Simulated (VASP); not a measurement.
# SnBrCl3 (R3m) in VASP: notebook

Runs on SnBrCl3. Level: PBE. Tasks: relaxation of cell and atoms.

Everything below comes from runs of VASP 6.6.1. Logs are shortened: lines on timing, memory, paths and dates and some standing lists are left out, and cuts for length are marked.

## 1. Starting point

The structure is trigonal, space group R3m (No. 160). The conventional cell has a = 7.524 Å, b = 7.524 Å, c = 9.483 Å, α = 90.00°, β = 90.00°, γ = 120.00°. Sn (site symmetry 3m) has 3 Cl at 2.41 Å as nearest neighbours. Around Br (site symmetry 3m) lie 12 Cl at 3.77 to 3.87 Å. Around Cl (site symmetry m) lie 1 Sn at 2.41 Å.

The cell was built by a generator and needn't be a form met in nature.

## 2. Relaxation of cell and atoms, PBE

Contents of INCAR:

```
SYSTEM = SnBrCl3
PREC = Normal
ENCUT = 520
EDIFF = 1E-4
ISMEAR = 0
SIGMA = 0.15
LREAL = .FALSE.
LASPH = .TRUE.
NELM = 60
ALGO = Fast
ISIF = 3
LWAVE = .FALSE.
LCHARG = .FALSE.
GGA = PE
IBRION = 2
NSW = 24
EDIFFG = -0.08
```

Contents of KPOINTS:

```
Automatic mesh
0
G
  3 3 3
  0 0 0
```

Contents of POSCAR:

```
SnBrCl3
1.0
    3.7622094500      2.1721126400      3.1609869200
   -3.7622094500      2.1721126400      3.1609869200
    0.0000000000     -4.3442252800      3.1609869200
Sn Br Cl
1 1 3
Direct
    0.4770829100      0.4770829100      0.4770829100
    0.0013040400      0.0013040400      0.0013040400
    0.0286681300      0.5054724800      0.5054724800
    0.5054724800      0.5054724800      0.0286681300
    0.5054724800      0.0286681300      0.5054724800
```

Potentials or basis: VASP PAW PBE potentials, release 64 (Sn_d, Br, Cl).

Launch:

```console
$ cat potpaw_PBE.64/Sn_d/POTCAR potpaw_PBE.64/Br/POTCAR potpaw_PBE.64/Cl/POTCAR > POTCAR
$ mpirun -np 1 vasp_std > vasp.out
```

OUTCAR:

```text
SYSTEM = SnBrCl3
   PREC = Normal
   ENCUT = 520
   EDIFF = 1E-4
   ISMEAR = 0
   LREAL = .FALSE.
   LASPH = .TRUE.
   NELM = 60
   ISIF = 3
   GGA = PE
   IBRION = 2
   NSW = 24
   EDIFFG = -0.08

 ion  position               nearest neighbor table
   1  0.477  0.477  0.477-   3 2.41   5 2.41   4 2.41   5 2.98   3 2.98   4 2.98
   2  0.001  0.001  0.001-
   3  0.029  0.505  0.505-   1 2.41   1 2.98
   4  0.505  0.505  0.029-   1 2.41   1 2.98
   5  0.505  0.029  0.505-   1 2.41   1 2.98

  LATTYP: Found a trigonal (rhomboedric) cell.
 ALAT       =     5.3725349301
 COS(alpha) =     0.0192519800

  Lattice vectors:

 A1 = (   3.7622094500,   2.1721126400,   3.1609869200)
 A2 = (  -3.7622094500,   2.1721126400,   3.1609869200)
 A3 = (   0.0000000000,  -4.3442252800,   3.1609869200)

Analysis of symmetry for initial positions (statically):
=====================================================================
 Subroutine PRICEL returns:
 Original cell was already a primitive cell.

 Routine SETGRP: Setting up the symmetry group for a
 trigonal (rhombohedral) supercell.

 Subroutine GETGRP returns: Found  6 space group operations
 (whereof  6 operations were pure point group operations)
 out of a pool of 12 trial point group operations.

The static configuration has the point symmetry C_3v.

Analysis of symmetry for dynamics (positions and initial velocities):
=====================================================================
 Subroutine PRICEL returns:
 Original cell was already a primitive cell.

 Routine SETGRP: Setting up the symmetry group for a
 trigonal (rhombohedral) supercell.

 Subroutine GETGRP returns: Found  6 space group operations
 (whereof  6 operations were pure point group operations)
 out of a pool of 12 trial point group operations.

The dynamic configuration has the point symmetry C_3v.

 Subroutine INISYM returns: Found  6 space group operations
 (whereof  6 operations are pure point group operations),
 and found     1 'primitive' translations

----------------------------------------------------------------------------------------

                                     Primitive cell

  volume of cell :     154.9884

  direct lattice vectors                    reciprocal lattice vectors
     3.762209450  2.172112640  3.160986920     0.132900628  0.076730214  0.105452298
    -3.762209450  2.172112640  3.160986920    -0.132900628  0.076730214  0.105452298
     0.000000000 -4.344225280  3.160986920     0.000000000 -0.153460427  0.105452298

  length of vectors
     5.372534930  5.372534930  5.372534932     0.186199597  0.186199597  0.186199596

  position of ions in fractional coordinates (direct lattice)
     0.477082910  0.477082910  0.477082910
     0.001304040  0.001304040  0.001304040
     0.028668130  0.505472480  0.505472480
     0.505472480  0.505472480  0.028668130
     0.505472480  0.028668130  0.505472480

  ion indices of the primitive-cell ions
   primitive index   ion index
                 1           1
                 2           2
                 3           3
                 4           4
                 5           5

----------------------------------------------------------------------------------------

 KPOINTS: Automatic mesh

Automatic generation of k-mesh.
 Grid dimensions read from file:
 generate k-points for:    3    3    3

 Generating k-lattice:

  Cartesian coordinates                     Fractional coordinates (reciprocal lattice)
     0.044300209  0.025576738  0.035150766     0.333333333 -0.000000000  0.000000000
    -0.044300209  0.025576738  0.035150766    -0.000000000  0.333333333  0.000000000
     0.000000000 -0.051153476  0.035150766     0.000000000  0.000000000  0.333333333

  Length of vectors
     0.062066532  0.062066532  0.062066532

  Shift w.r.t. Gamma in fractional coordinates (k-lattice)
     0.000000000  0.000000000  0.000000000

 Subroutine IBZKPT returns following result:
 ===========================================

 Found      6 irreducible k-points:

 Following reciprocal coordinates:
            Coordinates               Weight
  0.000000  0.000000  0.000000      1.000000
  0.333333 -0.000000  0.000000      6.000000
  0.333333  0.333333  0.000000      6.000000
 -0.333333  0.333333  0.000000      6.000000
  0.333333  0.333333  0.333333      2.000000
 -0.333333  0.333333  0.333333      6.000000
   k-points           NKPTS =      6   k-points in BZ     NKDIM =      6   number of bands    NBANDS=     25
   number of dos      NEDOS =    301   number of ions     NIONS =      5
   total plane-waves  NPLWV =  27000
   dimension x,y,z NGX =    30 NGY =   30 NGZ =   30
   dimension x,y,z NGXF=    60 NGYF=   60 NGZF=   60
   ions per type =               1   1   3
   NGX,Y,Z   is equivalent  to a cutoff of   9.28,  9.28,  9.28 a.u.
   NGXF,Y,Z  is equivalent  to a cutoff of  18.57, 18.57, 18.57 a.u.
 SYSTEM =  SnBrCl3
   PREC   = normal    normal or accurate (medium, high low for compatibility)
   ISTART =      0    job   : 0-new  1-cont  2-samecut
   ICHARG =      2    charge: 1-file 2-atom 10-const
   ISPIN  =      1    spin polarized calculation?
   LNONCOLLINEAR =      F non collinear calculations
   LSORBIT =      F    spin-orbit coupling
   LASPH  =      T    aspherical Exc in radial PAW
   ENCUT  =  520.0 eV  38.22 Ry    6.18 a.u.   9.99  9.99  9.99*2*pi/ulx,y,z
   NELM   =     60;   NELMIN=  2; NELMDL= -5     # of ELM steps
   EDIFF  = 0.1E-03   stopping-criterion for ELM
   LREAL  =      F    real-space projection
   EDIFFG = -.8E-01   stopping-criterion for IOM
   NSW    =     24    number of steps for IOM
   IBRION =      2    ionic relax: 0-MD 1-quasi-New 2-CG
   NFREE  =      1    steps in history (QN), initial steepest desc. (CG)
   ISIF   =      3    stress and relaxation
   ISYM   =      2    0-nonsym 1-usesym 2-fastsym
   POTIM  = 0.5000    time-step for ionic-motion
   TEBEG  =    0.0;   TEEND  =   0.0 temperature during run
   PSTRESS=    0.0 pullay stress
   NELECT =      42.0000    total number of electrons
   NUPDOWN=      -1.0000    fix difference up-down
   EMIN   =  10.00;   EMAX   =-10.00  energy-range for DOS
   EFERMI =   0.00;   METHOD = LEGACY
   ISMEAR =     0;   SIGMA  =   0.15  broadening in eV -4-tet -1-fermi 0-gaus
   EFERMI_NEDOS =   21; number of points for ismear=-14 and -15
   IALGO  =     68    algorithm
   IMIX   =      4    mixing-type and parameters
     AMIX     =   0.40;   BMIX     =  1.00
     AMIX_MAG =   1.60;   BMIX_MAG =  1.00
  volume/ion in A,a.u.               =      31.00       209.18
  Fermi-wavevector in a.u.,A,eV,Ry     =   1.059396  2.001967 15.270078  1.122319
  Thomas-Fermi vector in A             =   2.194740
   LORBIT       =      0    0 simple, 1 ext, 2 COOP (PROOUT), +10 PAW based schemes
   GGA     = PE    functional components
   LHFCALC =     F    Hartree Fock is set to
   AEXX    =    0.0000 exact exchange contribution
   IVDW    =     0    specifies the selected vdW correction
   LEPSILON=     F    determine dielectric tensor
   LRPA    =     F    only Hartree local field effects (RPA)
 conjugate gradient relaxation of ions
 non-spin polarized calculation
 RMM-DIIS sequential band-by-band and
 Gauss-broadening in eV      SIGMA  =   0.15
  energy-cutoff  :      520.00
  volume of cell :      154.99
 maximum number of plane-waves:      4186
   NGX = 19   NGY = 19   NGZ = 19

--------------------------------------- Ionic step        1  -------------------------------------------

 number of electron      41.9999952 magnetization

 Free energy of the ion-electron system (eV)
  ---------------------------------------------------
  ext. energy  EPLUGINS =         0.00000000
  ---------------------------------------------------
  free energy    TOTEN  =       -12.73867056 eV

  energy without entropy =      -12.60117277  energy(sigma->0) =      -12.66992166

------------------------ aborting loop because EDIFF is reached ----------------------------------------

  FORCE on cell =-STRESS in cart. coord.  units (eV):
  Direction    XX          YY          ZZ          XY          YZ          ZX
  --------------------------------------------------------------------------------------
  -------------------------------------------------------------------------------------
  Total        0.8007036      0.8007036      0.2286584      0.0000000      0.0000000      0.0000000
  in kB        8.2771936      8.2771936      2.3637331      0.0000000      0.0000000      0.0000000
  external PRESSURE =       6.3060401 kB  Pullay stress =       0.0000000 kB
[... 98 lines left out ...]
  FREE ENERGIE OF THE ION-ELECTRON SYSTEM (eV)
  ---------------------------------------------------
  free  energy   TOTEN  =       -12.7687308413 eV

  energy  without entropy=      -12.6222142189  energy(sigma->0) =      -12.69547253

[... ionic steps 4 to 21 ...]

--------------------------------------- Ionic step       22  -------------------------------------------

 number of electron      41.9999992 magnetization

------------------------ aborting loop because EDIFF is reached ----------------------------------------

  FORCE on cell =-STRESS in cart. coord.  units (eV):
  Direction    XX          YY          ZZ          XY          YZ          ZX
  --------------------------------------------------------------------------------------
  -------------------------------------------------------------------------------------
  Total        0.3361384      0.3361384      0.3041110      0.0000000      0.0000000      0.0000000
  in kB        3.6658923      3.6658923      3.3166040      0.0000000      0.0000000      0.0000000
  external PRESSURE =       3.5494629 kB  Pullay stress =       0.0000000 kB
[... 63 lines left out ...]
  energy  without entropy=      -12.6904470082  energy(sigma->0) =      -12.76086291

--------------------------------------- Ionic step       24  -------------------------------------------

 number of electron      42.0000059 magnetization

 Free energy of the ion-electron system (eV)
  ---------------------------------------------------
  ext. energy  EPLUGINS =         0.00000000
  ---------------------------------------------------
  free energy    TOTEN  =       -12.83401039 eV

  energy without entropy =      -12.69142552  energy(sigma->0) =      -12.76271795

 E-fermi :   0.6429     XC(G=0):  -8.1678

 val. band max:        0.6257503235   @ k =  -0.3333   0.3333   0.3333
 cond. band min:       0.6487210302   @ k =   0.3333   0.3333   0.0000
 fundamental gap:      0.0229707067
 Fermi energy:         0.6428846586

 k-point     1 :       0.0000    0.0000    0.0000
  band No.  band energies     occupation
      1     -20.7773      2.00000
      2     -20.7773      2.00000
      3     -20.7015      2.00000
      4     -20.6816      2.00000
      5     -20.6816      2.00000
      6     -14.1802      2.00000
[... 189 lines left out ...]
  FREE ENERGIE OF THE ION-ELECTRON SYSTEM (eV)
  ---------------------------------------------------
  free  energy   TOTEN  =       -12.8340103878 eV

  energy  without entropy=      -12.6914255183  energy(sigma->0) =      -12.76271795

 reached required accuracy - stopping structural energy minimisation
```

Wall time 96 s (1 thread of Intel Xeon 6975P-C (Granite Rapids), shared host); peak memory 0.19 GiB.

Results:

```
Free energy                            : -12.8340 eV
Relaxed volume                         : 30.16 Å³/atom
Relaxed cell                           : a = 5.324 Å, b = 5.324 Å, c = 5.324 Å, α = 88.66°, β = 88.66°, γ = 88.66°
Space group after relaxing (to 0.05 Å) : R3m (No. 160)
Energy gained by relaxing              : 19.1 meV/atom
Ionic steps                            : 24
Pressure after relaxing                : -0.2 GPa
Largest force after relaxing           : 0.076 eV/Å
Band gap on the k mesh                 : none (metal or under the smearing width)
```

Forces on the atoms (eV/Å):
```
Sn   0.000  0.000 -0.076
Br   0.000  0.000  0.019
Cl  -0.046 -0.026  0.019
Cl   0.000  0.053  0.019
Cl   0.046 -0.026  0.019
```

The path:
| step | energy change (eV) | largest force (eV/Å) | pressure (GPa) | volume (Å³) |
| --- | --- | --- | --- | --- |
| 1 | 0.0000 | 0.4638 | 0.63 | 154.99 |
| 2 | -0.0287 | 0.2175 | -0.13 | 157.74 |
| 3 | -0.0301 | 0.1566 | -0.67 | 159.11 |
| 4 | -0.0304 | 0.1447 | -0.46 | 158.69 |
| 5 | -0.0408 | 0.1520 | -0.43 | 157.01 |
| 6 | -0.0637 | 0.1316 | 0.26 | 152.05 |
| 7 | -0.0674 | 0.1388 | 0.03 | 150.79 |
| 8 | -0.0718 | 0.1287 | 0.31 | 148.29 |
| 9 | -0.0724 | 0.1332 | 0.38 | 147.26 |
| 10 | -0.0793 | 0.0946 | 0.08 | 147.53 |
| 11 | -0.0795 | 0.1185 | -0.20 | 147.79 |
| 12 | -0.0799 | 0.1221 | -0.44 | 147.76 |
| 13 | -0.0801 | 0.1113 | -0.07 | 146.84 |
| 14 | -0.0802 | 0.1470 | -0.19 | 146.89 |
| 15 | -0.0801 | 0.1231 | -0.27 | 146.85 |
| 16 | -0.0817 | 0.1110 | 0.06 | 146.28 |
| 17 | -0.0822 | 0.1120 | 0.15 | 145.95 |
| 18 | -0.0825 | 0.1068 | 0.27 | 145.29 |
| 19 | -0.0843 | 0.0985 | 0.25 | 145.51 |
| 20 | -0.0881 | 0.0833 | 0.22 | 146.17 |
| 21 | -0.0880 | 0.1494 | 0.43 | 147.48 |
| 22 | -0.0895 | 0.1478 | 0.35 | 146.91 |
| 23 | -0.0926 | 0.0974 | 0.22 | 148.08 |
| 24 | -0.0953 | 0.0764 | -0.24 | 150.78 |

Final structure:
```cif
data_structure
_symmetry_space_group_name_H-M 'P 1'
_symmetry_Int_Tables_number 1
_cell_length_a 5.3239
_cell_length_b 5.3239
_cell_length_c 5.3239
_cell_angle_alpha 88.657
_cell_angle_beta 88.657
_cell_angle_gamma 88.657
_cell_volume 150.78
loop_
_atom_site_label
_atom_site_type_symbol
_atom_site_fract_x
_atom_site_fract_y
_atom_site_fract_z
_atom_site_occupancy
Sn1 Sn 0.46869 0.46869 0.46869 1
Br1 Br 0.01338 0.01338 0.01338 1
Cl1 Cl 0.00508 0.51542 0.51542 1
Cl2 Cl 0.51542 0.51542 0.00508 1
Cl3 Cl 0.51542 0.00508 0.51542 1
```

Levels at points of the mesh, in eV from the Fermi level:
| k point | band 17 | band 18 | band 19 | band 20 | band 21 | band 22 | band 23 | band 24 | band 25 |
| --- | --- | --- | --- | --- | --- | --- | --- | --- | --- |
| (0.00, 0.00, 0.00) | -1.68 | -1.68 | -1.58 | -0.02 | 0.03 | 0.03 | 5.83 | 6.63 | 6.79 |

Caveat: the k mesh is coarse (spacing up to 0.39 Å⁻¹), so the values aren't converged; the relaxation stopped at a loose force limit of 0.08 eV/Å, so its end isn't a converged minimum.

(Continued in part 2 of 2.)
